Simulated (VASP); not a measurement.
Given:

```xyz
2
Lattice="0.0000 2.3229 2.3229 2.3229 0.0000 2.3229 2.3229 2.3229 0.0000" Properties=species:S:1:pos:R:3 pbc="T T T"
Ga     0.0000     0.0000     0.0000
N      1.1614     1.1614     1.1614
```

The numbers are results of vdW-DF2, VASP's PBE PAW potentials (set 64) (plane waves; VASP), not measurements. Numerical set-up: 520 eV cut-off, 9×9×9 Γ-centred mesh, Gaussian smearing of 0.050 eV, potentials Ga_d N.

Problem. Predict the energy per atom (σ→0), band gap (on the k-mesh) with the smallest direct gap where there is one.

Solution. 
band gap (on the k-mesh): 1.10 eV
smallest direct gap (on the k-mesh): 1.10 eV
energy per atom (σ→0): -3.338 eV/atom

Only differences to runs with the same potentials and settings are physical.

The compound is GaN in the zinc blende structure, a metastable form; wurtzite is the usual one. It was relaxed first, which changed the volume by +9 %. The start is the result of an earlier pass.
